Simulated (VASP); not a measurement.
All values below come from PBE GGA, VASP's PBE PAW potentials (set 64) (plane waves; VASP).

The input files of a VASP run:

File KPOINTS:
```
K-points
0
Gamma
 6 6 6
0 0 0
```

### POSCAR
```
CeO2
1
    0.0000000000     2.7318243075     2.7318243075
    2.7318243075     0.0000000000     2.7318243075
    2.7318243075     2.7318243075     0.0000000000
Ce O
1 2
Direct
  0.0000000000   0.0000000000   0.0000000000
  0.2500000000   0.2500000000   0.2500000000
  0.7500000000   0.7500000000   0.7500000000
```

INCAR:
```
! general
SYSTEM  = CeO2
PREC    = Accurate
ENCUT   = 600
LREAL   = .FALSE.
LASPH   = .TRUE.

! electronic loop
EDIFF   = 1E-7
NELM    = 100
ALGO    = Normal
LMAXMIX = 6

! smearing
ISMEAR  = 0
SIGMA   = 0.05

! functional
GGA     = PE

! ions
ISIF    = 2

! output
LWAVE   = .FALSE.
LCHARG  = .FALSE.
```

POTCAR, in this order: Ce O (PBE.64 set). Program: vasp_std.

Output of the run:

**OUTCAR**
```
 ion  position               nearest neighbor table
   1  0.000  0.000  0.000-   3 2.37   3 2.37   3 2.37   2 2.37   3 2.37   2 2.37   2 2.37   2 2.37
  LATTYP: Found a face centered cubic cell.
 ALAT       =     5.4636486150
 Subroutine PRICEL returns:
 Original cell was already a primitive cell.
 Subroutine GETGRP returns: Found 48 space group operations
The static configuration has the point symmetry O_h .
The dynamic configuration has the point symmetry O_h .
 Subroutine INISYM returns: Found 48 space group operations
 Subroutine IBZKPT returns following result:
 Found     16 irreducible k-points:

 Following reciprocal coordinates:
            Coordinates               Weight
  0.000000  0.000000  0.000000      1.000000
  0.166667  0.000000  0.000000      8.000000
  0.333333  0.000000  0.000000      8.000000
  0.500000  0.000000  0.000000      4.000000
  0.166667  0.166667  0.000000      6.000000
  0.333333  0.166667  0.000000     24.000000
  0.500000  0.166667  0.000000     24.000000
 -0.333333  0.166667  0.000000     24.000000
 -0.166667  0.166667  0.000000     12.000000
  0.333333  0.333333  0.000000      6.000000
  0.500000  0.333333  0.000000     24.000000
 -0.333333  0.333333  0.000000     12.000000
  0.500000  0.500000  0.000000      3.000000
  0.500000  0.333333  0.166667     24.000000
 -0.333333  0.333333  0.166667     24.000000
 -0.333333  0.500000  0.166667     12.000000
   k-points           NKPTS =     16   k-points in BZ     NKDIM =     16   number of bands    NBANDS=     16
   number of dos      NEDOS =    301   number of ions     NIONS =      3
   total plane-waves  NPLWV =  32768
   dimension x,y,z NGX =    32 NGY =   32 NGZ =   32
   dimension x,y,z NGXF=    64 NGYF=   64 NGZF=   64
   ions per type =               1   2
   PREC   = accura    normal or accurate (medium, high low for compatibility)
   ISTART =      0    job   : 0-new  1-cont  2-samecut
   ICHARG =      2    charge: 1-file 2-atom 10-const
   ISPIN  =      1    spin polarized calculation?
   LNONCOLLINEAR =      F non collinear calculations
   LSORBIT =      F    spin-orbit coupling
   INIWAV =      1    electr: 0-lowe 1-rand  2-diag
   ENCUT  =  600.0 eV  44.10 Ry    6.64 a.u.   7.72  7.72  7.72*2*pi/ulx,y,z
   NELM   =    100;   NELMIN=  2; NELMDL= -5     # of ELM steps
   EDIFF  = 0.1E-06   stopping-criterion for ELM
   LREAL  =      F    real-space projection
   NLSPLINE    = F    spline interpolate recip. space projectors
   LMAXMIX     =    6 max onsite mixed and CHGCAR
   VOSKOWN=      0    Vosko Wilk Nusair interpolation
   EDIFFG = 0.1E-05   stopping-criterion for IOM
   NSW    =      0    number of steps for IOM
   NBLOCK =      1;   KBLOCK =      1    inner block; outer block
   IBRION =     -1    ionic relax: 0-MD 1-quasi-New 2-CG
   NFREE  =      0    steps in history (QN), initial steepest desc. (CG)
   ISIF   =      2    stress and relaxation
   ISYM   =      2    0-nonsym 1-usesym 2-fastsym
   TEIN   =    0.0    initial temperature
   TEBEG  =    0.0;   TEEND  =   0.0 temperature during run
   SMASS  =  -3.00    Nose mass-parameter (am)
   PSTRESS=    0.0 pullay stress
   NELECT =      24.0000    total number of electrons
   EFERMI =   0.00;   METHOD = LEGACY
   ISMEAR =     0;   SIGMA  =   0.05  broadening in eV -4-tet -1-fermi 0-gaus
   IALGO  =     38    algorithm
   LDIAG  =      T    sub-space diagonalisation (order eigenvalues)
   IMIX   =      4    mixing-type and parameters
     AMIX     =   0.40;   BMIX     =  1.00
     AMIX_MAG =   1.60;   BMIX_MAG =  1.00
     AMIN     =   0.10
   GGA     = PE    functional components
   VOSKOWN =     0    Vosko Wilk Nusair interpolation
   LHFCALC =     F    Hartree Fock is set to
   LHFONE  =     F    Hartree Fock one center treatment
...
```

OSZICAR:
```
       N       E                     dE             d eps       ncg     rms          rms(c)
DAV:   1     0.239899229603E+03    0.23990E+03   -0.12820E+04   512   0.221E+03
DAV:   2     0.176560864962E+02   -0.22224E+03   -0.21675E+03   792   0.320E+02
DAV:   3    -0.299688462289E+02   -0.47625E+02   -0.42375E+02   720   0.152E+02
DAV:   4    -0.317452412339E+02   -0.17764E+01   -0.17763E+01   744   0.348E+01
DAV:   5    -0.318380793143E+02   -0.92838E-01   -0.92833E-01   880   0.670E+00    0.291E+01
DAV:   6    -0.299651106246E+02    0.18730E+01   -0.98270E+01   744   0.593E+01    0.293E+01
DAV:   7    -0.284178445989E+02    0.15473E+01   -0.20706E+02   776   0.133E+02    0.207E+01
DAV:   8    -0.277649280016E+02    0.65292E+00   -0.39829E+00   616   0.213E+01    0.141E+01
DAV:   9    -0.263474396695E+02    0.14175E+01   -0.65291E+00   768   0.213E+01    0.214E+00
DAV:  10    -0.262989952662E+02    0.48444E-01   -0.25163E-01   904   0.453E+00    0.149E+00
DAV:  11    -0.262695179937E+02    0.29477E-01   -0.46593E-02   720   0.212E+00    0.122E+00
DAV:  12    -0.262364317304E+02    0.33086E-01   -0.13235E-01   768   0.341E+00    0.579E-01
DAV:  13    -0.262383301684E+02   -0.18984E-02   -0.97896E-02   784   0.290E+00    0.706E-01
DAV:  14    -0.262353669742E+02    0.29632E-02   -0.55661E-02   784   0.219E+00    0.250E-01
DAV:  15    -0.262350835090E+02    0.28347E-03   -0.46171E-03   760   0.649E-01    0.545E-02
DAV:  16    -0.262350779529E+02    0.55561E-05   -0.77267E-04   736   0.282E-01    0.525E-02
DAV:  17    -0.262350682344E+02    0.97185E-05   -0.47648E-04   736   0.214E-01    0.239E-02
DAV:  18    -0.262350631650E+02    0.50695E-05   -0.20616E-05   848   0.413E-02    0.149E-02
DAV:  19    -0.262350604264E+02    0.27386E-05   -0.12103E-05   792   0.305E-02    0.528E-03
DAV:  20    -0.262350594030E+02    0.10234E-05   -0.46982E-06   728   0.210E-02    0.279E-03
DAV:  21    -0.262350594295E+02   -0.26479E-07   -0.16273E-07   520   0.337E-03
   1 F= -.26235059E+02 E0= -.26235059E+02  d E =-.170190E-11
```

**OUTCAR**
```
------------------------ aborting loop because EDIFF is reached ----------------------------------------
  FORCE on cell =-STRESS in cart. coord.  units (eV):
  Direction    XX          YY          ZZ          XY          YZ          ZX
  --------------------------------------------------------------------------------------
  Total       -0.0155968     -0.0155968     -0.0155968      0.0000000      0.0000000     -0.0000000
  in kB       -0.6128544     -0.6128544     -0.6128544      0.0000000      0.0000000     -0.0000000
  external PRESSURE =      -0.6128544 kB  Pullay stress =       0.0000000 kB
  volume of cell :       40.77
      direct lattice vectors                 reciprocal lattice vectors
     0.000000000  2.731824308  2.731824308    -0.183027876  0.183027876  0.183027876
     2.731824308  0.000000000  2.731824308     0.183027876 -0.183027876  0.183027876
     2.731824308  2.731824308  0.000000000     0.183027876  0.183027876 -0.183027876
 POSITION                                       TOTAL-FORCE (eV/Angst)
 -----------------------------------------------------------------------------------
      0.00000      0.00000      0.00000         0.000000     -0.000000      0.000000
      1.36591      1.36591      1.36591        -0.000000     -0.000000      0.000000
      4.09774      4.09774      4.09774         0.000000      0.000000     -0.000000
 -----------------------------------------------------------------------------------
    total drift:                                0.000000     -0.000000      0.000000
  FREE ENERGIE OF THE ION-ELECTRON SYSTEM (eV)
  ---------------------------------------------------
  free  energy   TOTEN  =       -26.2350594295 eV

  energy  without entropy=      -26.2350594295  energy(sigma->0) =      -26.23505943
```
(Selected blocks of OUTCAR.)

The compound is CeO2 in the fluorite structure. It was relaxed first. The run is not spin-polarised, so no magnetic state was tried.
